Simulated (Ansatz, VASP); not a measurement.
# AlV2C in two plane-wave programs

Aim: how closely do two programs agree when they are given the same cell, functional and k mesh? The cell is taken from a series of runs on this material, whose earlier steps may have relaxed, scaled, displaced or heated it; both programs get it as it stands.

Calculated with Ansatz 0.2.0; plane waves, with VASP 6.6.1 beside it; relaxation of cell and atoms at r2SCAN.

## (1) The starting structure

Symmetry: P6_3/mmc, No. 194, hexagonal system. Conventional cell: a = 2.888 Å, b = 2.888 Å, c = 13.105 Å, α = 90.00°, β = 90.00°, γ = 120.00°. Nearest to Al lie 6 V at 2.72 Å and 6 Al at 2.89 Å. V has 3 C at 2.02 Å and 3 Al at 2.72 Å nearest. C has 6 V at 2.02 Å nearest. Farther neighbours are not listed.

Coordinates:

```
Al V C
1.0
     2.88760    0.00000    0.00000
    -1.44380    2.50073    0.00000
     0.00000    0.00000   13.10482
Al V C
2 4 2
Direct
  0.33333 0.66667 0.25000
  0.66667 0.33333 0.75000
  0.33333 0.66667 0.58638
  0.66667 0.33333 0.41362
  0.66667 0.33333 0.08638
  0.33333 0.66667 0.91362
  0.00000 0.00000 0.00000
  0.00000 0.00000 0.50000
```

## (2) VASP: relaxation of cell and atoms, r2SCAN

The relaxed volume is the usual yardstick between codes: in a stiff, nearly cubic crystal its relative difference is about their pressure difference at one cell divided by the bulk modulus.

Lines of VASP's logs that name or quote its potential files are left out, and so is its time.

Contents of INCAR:

```
SYSTEM = AlV2C
PREC = Accurate
ENCUT = 660
EDIFF = 1E-07
NELM = 120
ISMEAR = 1
SIGMA = 0.25
LREAL = .FALSE.
ALGO = Normal
METAGGA = R2SCAN
LASPH = .TRUE.
NBANDS = 41
LORBIT = 11
LWAVE = .FALSE.
LCHARG = .FALSE.
ISIF = 3
IBRION = 2
NSW = 80
EDIFFG = -0.005
GGA_COMPAT = .FALSE.
NELMIN = 4
LMIXTAU = .TRUE.
KPAR = 2
```

Contents of POSCAR:

```
AlV2C
1.0
    2.8875990000      0.0000000000      0.0000000000
   -1.4438000000      2.5007340000      0.0000000000
    0.0000000000      0.0000000000     13.1048230000
Al V C
2 4 2
Direct
    0.3333335642      0.6666667821      0.2500000000
    0.6666668976      0.3333334487      0.7500000000
    0.3333335642      0.6666667821      0.5863842076
    0.6666668976      0.3333334487      0.4136157924
    0.6666668976      0.3333334487      0.0863842075
    0.3333335642      0.6666667821      0.9136157924
    0.0000002309      0.0000001154      0.0000000000
    0.0000002309      0.0000001154      0.5000000000
```

Contents of KPOINTS:

```
Automatic mesh
0
Gamma
18 18 4
0 0 0
```

Potentials, in the order of the species: Al, V_sv and C (PBE family, release 64).

Command:

```sh
> mpirun -np 2 vasp_std
```

Numbers of over 12 decimals in the logs are rounded to 6 here.

Output:

```text
[banner, memory and clock lines left out]
running    2 mpi-ranks, on    1 nodes
 distrk:  each k-point on    1 cores,    2 groups
 distr:  one band on    1 cores,    1 groups

 POSCAR found type information on POSCAR AlV C
 POSCAR found :  3 types and       8 ions
|                                                                             |
|               ----> ADVICE to this user running VASP <----                  |
|                                                                             |
|     You enforced a specific xc type in the INCAR file but a different       |
|     [... a line on the potential file left out ...]
|     I HOPE YOU KNOW WHAT YOU ARE DOING!                                     |
|                                                                             |

 LDA part: xc-table for (None), standard interpolation
 POSCAR, INCAR and KPOINTS ok, starting setup
 FFT: planning ... GRIDC
 FFT: planning ... GRID_SOFT
 FFT: planning ... GRID
 WAVECAR not read
 entering main loop
       N       E                     dE             d eps       ncg     rms          rms(c)
DAV:   1     0.102007699221E+04    0.10201E+04   -0.43852E+04  9142   0.213E+03
DAV:   2    -0.408078871108E+02   -0.10609E+04   -0.10393E+04  9112   0.638E+02
DAV:   3    -0.122857051106E+03   -0.82049E+02   -0.79717E+02 12358   0.173E+02
DAV:   4    -0.125530115767E+03   -0.26731E+01   -0.26485E+01 11427   0.289E+01
DAV:   5    -0.125583354218E+03   -0.53238E-01   -0.53152E-01 11173   0.423E+00    0.628E+01
DAV:   6    -0.104713731718E+03    0.20870E+02   -0.18281E+02 11845   0.888E+01    0.120E+01
DAV:   7    -0.973175590658E+02    0.73962E+01   -0.30675E+01 11378   0.328E+01    0.102E+01
DAV:   8    -0.956680103288E+02    0.16495E+01   -0.28889E+00 11025   0.109E+01    0.242E+00
DAV:   9    -0.954123702002E+02    0.25564E+00   -0.26934E-01 10670   0.460E+00    0.116E+00
DAV:  10    -0.946845402034E+02    0.72783E+00   -0.37949E-01  9516   0.529E+00    0.523E-01
DAV:  11    -0.945844744536E+02    0.10007E+00   -0.49464E-02 10641   0.149E+00    0.257E-01
DAV:  12    -0.945870391438E+02   -0.25647E-02   -0.99463E-03 10429   0.696E-01    0.222E-01
DAV:  13    -0.945832054509E+02    0.38337E-02   -0.46321E-03 10517   0.406E-01    0.826E-02
DAV:  14    -0.945901679621E+02   -0.69625E-02   -0.43810E-03  9810   0.476E-01    0.124E-01
[...]
DAV:  18    -0.945908274106E+02   -0.31530E-04   -0.47768E-05 10747   0.403E-02    0.948E-03
DAV:  19    -0.945908268030E+02    0.60756E-06   -0.75955E-06 10173   0.206E-02    0.527E-03
DAV:  20    -0.945908265334E+02    0.26959E-06   -0.45887E-06 10144   0.134E-02    0.137E-03
DAV:  21    -0.945908272228E+02   -0.68937E-06   -0.61309E-07  8876   0.497E-03    0.165E-03
DAV:  22    -0.945908266200E+02    0.60281E-06   -0.39110E-07  8666   0.314E-03    0.145E-03
DAV:  23    -0.945908272301E+02   -0.61008E-06   -0.55961E-07  8206   0.464E-03    0.454E-04
DAV:  24    -0.945908273488E+02   -0.11867E-06   -0.10483E-07  5847   0.272E-03    0.479E-04
DAV:  25    -0.945908273545E+02   -0.57698E-08   -0.17083E-08  5704   0.106E-03
   1 F= -.94590827E+02 E0= -.94591288E+02  d E =-.945908E+02
[...]
2 F= -.94590547E+02 E0= -.94590905E+02  d E =0.280479E-03
[...]
3 F= -.94592040E+02 E0= -.94592461E+02  d E =-.121239E-02
 curvature:  -0.24 expect dE=-0.162E-03 dE for cont linesearch -0.208E-10
 trial: gam= 0.13577 g(F)=  0.171E-03 g(S)=  0.519E-03 ort =-0.670E-06 (trialstep = 0.895E+00)
 search vector abs. value=  0.784E-03
 bond charge predicted
       N       E                     dE             d eps       ncg     rms          rms(c)
DAV:   1    -0.945948803857E+02   -0.28407E-02   -0.22885E-01 10801   0.615E+00    0.575E-01
DAV:   2    -0.945930839017E+02    0.17965E-02   -0.49105E-02 10594   0.163E+00    0.250E-01
DAV:   3    -0.945924128781E+02    0.67102E-03   -0.44872E-03 10502   0.398E-01    0.829E-02
DAV:   4    -0.945923470708E+02    0.65807E-04   -0.38568E-04 10862   0.155E-01    0.341E-02
DAV:   5    -0.945923508295E+02   -0.37588E-05   -0.30272E-05 10265   0.511E-02    0.281E-02
DAV:   6    -0.945923530969E+02   -0.22673E-05   -0.38974E-05  9722   0.396E-02    0.103E-02
DAV:   7    -0.945923582800E+02   -0.51832E-05   -0.10489E-05 10743   0.196E-02    0.138E-03
DAV:   8    -0.945923585133E+02   -0.23333E-06   -0.39841E-07  8029   0.485E-03    0.971E-04
DAV:   9    -0.945923588483E+02   -0.33500E-06   -0.31369E-07  7687   0.418E-03    0.742E-04
DAV:  10    -0.945923588817E+02   -0.33313E-07   -0.14503E-07  5849   0.299E-03
   4 F= -.94592359E+02 E0= -.94592764E+02  d E =-.319136E-03
 trial-energy change:   -0.000319  1 .order   -0.000309   -0.000617   -0.000001
 step:   0.8964(harm=  0.8965)  dis= 0.00206  next Energy=   -94.592359 (dE=-0.319E-03)
 reached required accuracy - stopping structural energy minimisation
```

From OUTCAR (step 2):

```text
ion  position               nearest neighbor table
   1  0.333  0.667  0.250-   4 2.72   5 2.72   4 2.72   5 2.72   4 2.72   5 2.72
   2  0.667  0.333  0.750-   3 2.72   6 2.72   3 2.72   6 2.72   3 2.72   6 2.72
   3  0.333  0.667  0.586-   8 2.02   8 2.02   8 2.02   2 2.72   2 2.72   2 2.72   4 2.81   4 2.81
                             4 2.81
   4  0.667  0.333  0.414-   8 2.02   8 2.02   8 2.02   1 2.72   1 2.72   1 2.72   3 2.81   3 2.81
                             3 2.81
   5  0.667  0.333  0.086-   7 2.02   7 2.02   7 2.02   1 2.72   1 2.72   1 2.72   6 2.81   6 2.81
                             6 2.81
   6  0.333  0.667  0.914-   7 2.02   7 2.02   7 2.02   2 2.72   2 2.72   2 2.72   5 2.81   5 2.81
                             5 2.81
   7  0.000  0.000  0.000-   5 2.02   6 2.02   5 2.02   6 2.02   5 2.02   6 2.02
   8  0.000  0.000  0.500-   3 2.02   4 2.02   4 2.02   3 2.02   3 2.02   4 2.02

  LATTYP: Found a hexagonal cell.
 ALAT       =     2.8875990000
 C/A-ratio  =     4.5383112406

 Subroutine GETGRP returns: Found 24 space group operations
 (whereof 12 operations were pure point group operations)

The static configuration has the point symmetry D_3d.
 The point group associated with its full space group is D_6h.

 Found    111 irreducible k-points:

   k-points           NKPTS =    111   k-points in BZ     NKDIM =    111   number of bands    NBANDS=     41

   dimension x,y,z NGX =    24 NGY =   24 NGZ =  112
   dimension x,y,z NGXF=    48 NGYF=   48 NGZF=  224

   ENCUT  =  660.0 eV  48.51 Ry    6.96 a.u.   6.05  6.05 27.45*2*pi/ulx,y,z

   NELECT =      66.0000    total number of electrons

 k-points in reciprocal lattice and weights: Automatic mesh
   0.00000000  0.00000000  0.00000000       0.001
   0.05555556  0.00000000  0.00000000       0.005
   0.11111111  0.00000000  0.00000000       0.005
   0.16666667 -0.00000000  0.00000000       0.005
   0.22222222  0.00000000  0.00000000       0.005
   0.27777778  0.00000000  0.00000000       0.005
   0.33333333 -0.00000000  0.00000000       0.005
   0.38888889  0.00000000  0.00000000       0.005
   0.44444444  0.00000000  0.00000000       0.005
[...]
0.33333333  0.27777778  0.50000000       0.009
   0.33333333  0.33333333  0.50000000       0.002

 average (electrostatic) potential at core
       1 -73.0848       2 -73.0848       3 -75.9102       4 -75.9102       5 -75.9102
       6 -75.9102       7 -46.9397       8 -46.9397

 E-fermi :   9.7040

 k-point     1 :       0.0000    0.0000    0.0000
  band No.  band energies     occupation
    ...
     30       9.0381      2.00108
     31       9.4780      2.02405
     32       9.4780      2.02405
     33       9.4931      2.00067
     34       9.4931      2.00066
     35      10.2511     -0.00829
     36      10.2511     -0.00829
     37      10.2903     -0.00450
     38      10.2903     -0.00450
     39      11.1505     -0.00000
    ...

 k-point     2 :       0.0556    0.0000    0.0000
  band No.  band energies     occupation
    ...
     30       9.0698      2.00196
     31       9.3832      2.06995
     32       9.4005      2.07088
     33       9.5274      1.92403
     34       9.5437      1.87521
     35      10.1390     -0.03367
     36      10.2232     -0.01237
     37      10.2592     -0.00735
     38      10.2642     -0.00680
     39      11.1667     -0.00000
    ...

 k-point     3 :       0.1111    0.0000    0.0000
  band No.  band energies     occupation
    ...
     30       9.0795      2.00234
     31       9.1212      2.00476
     32       9.2235      2.02041
     33       9.6644      1.26379
     34       9.6859      1.12162
     35       9.8776      0.08416
     36      10.1829     -0.02079
     37      10.2068     -0.01542
     38      10.2265     -0.01181
     39      11.1998     -0.00000
    ...

  Total       -0.0125099     -0.0125099      0.0126063      0.0000000      0.0000000      0.0000000
  in kB       -0.2119647     -0.2119647      0.2135972      0.0000000      0.0000000      0.0000000
  external PRESSURE =      -0.0701107 kB  Pullay stress =       0.0000000 kB

  energy-cutoff  :      660.00
  volume of cell :       94.56
      direct lattice vectors                 reciprocal lattice vectors
     2.885527178  0.000000000 -0.000000000     0.346557124  0.200084925 -0.000000000
    -1.442764088  2.498939749  0.000000000    -0.000000000  0.400169712 -0.000000000
     0.000000000  0.000000000 13.113558331     0.000000000 -0.000000000  0.076256953

 POSITION                                       TOTAL-FORCE (eV/Angst)
 -----------------------------------------------------------------------------------
      0.00000      1.66596      3.27839         0.000000      0.000000     -0.000000
      1.44276      0.83298      9.83517         0.000000      0.000000     -0.000000
      0.00000      1.66596      7.68453         0.000000     -0.000000      0.000793
      1.44276      0.83298      5.42903        -0.000000      0.000000     -0.000793
      1.44276      0.83298      1.12775        -0.000000     -0.000000      0.000793
      0.00000      1.66596     11.98581         0.000000     -0.000000     -0.000793
      0.00000      0.00000     13.11356         0.000000      0.000000     -0.000000
      0.00000      0.00000      6.55678         0.000000      0.000000     -0.000000
 -----------------------------------------------------------------------------------
    total drift:                               -0.001803     -0.001040     -0.000003

  FREE ENERGIE OF THE ION-ELECTRON SYSTEM (eV)
  ---------------------------------------------------
  free  energy   TOTEN  =       -94.5923588817 eV

  energy  without entropy=      -94.5935740233  energy(sigma->0) =      -94.59276393

 reached required accuracy - stopping structural energy minimisation

 total charge
# of ion       s       p       d       tot
------------------------------------------
    1        0.417   0.412   0.000   0.829
    2        0.417   0.412   0.000   0.829
    3        2.269   6.294   3.131  11.694
    4        2.269   6.294   3.131  11.694
    5        2.269   6.294   3.131  11.694
    6        2.269   6.294   3.131  11.694
    7        0.919   1.585   0.000   2.504
    8        0.919   1.585   0.000   2.504
--------------------------------------------------
tot         11.750  29.168  12.524  53.442

[... 3 further parts left out ...]
```

CONTCAR:

```
AlV2C
   1.00000000000000
     2.8855271778739655    0.0000000004151152   -0.0000000000000000
    -1.4427640882187376    2.4989397493930450    0.0000000000000000
     0.0000000000000000    0.0000000000000000   13.1135583311771313
  Al              V               C
     2     4     2
Direct
     0.3333335641999966    0.6666667821000019    0.2500000000000000
     0.6666668976000025    0.3333334487000030    0.7500000000000000
     0.3333335641999966    0.6666667821000019    0.5859984976522722
     0.6666668976000025    0.3333334487000030    0.4140015023477278
     0.6666668976000025    0.3333334487000030    0.0859984975522704
     0.3333335641999966    0.6666667821000019    0.9140015023477278
     0.0000002308999996    0.0000001153999989    1.0000000000000000
     0.0000002308999996    0.0000001153999989    0.5000000000000000
```

This run has no spin polarisation, so a moment on V, if there is one, isn't seen.

[end of part 1 of 2]

[Lines on the potential files, build, host, timing and source positions are cut from VASP's logs without a mark.]

[Logs are printed without paths, hosts, clocks, repeated set-up lines and the standing remarks that a program may print on its own settings, such as how far it seeks lower states.]

[Hosts, paths, dates, database ids (printed as entryN), source tags and the programs' standing remarks are cut or masked in the printed files.]
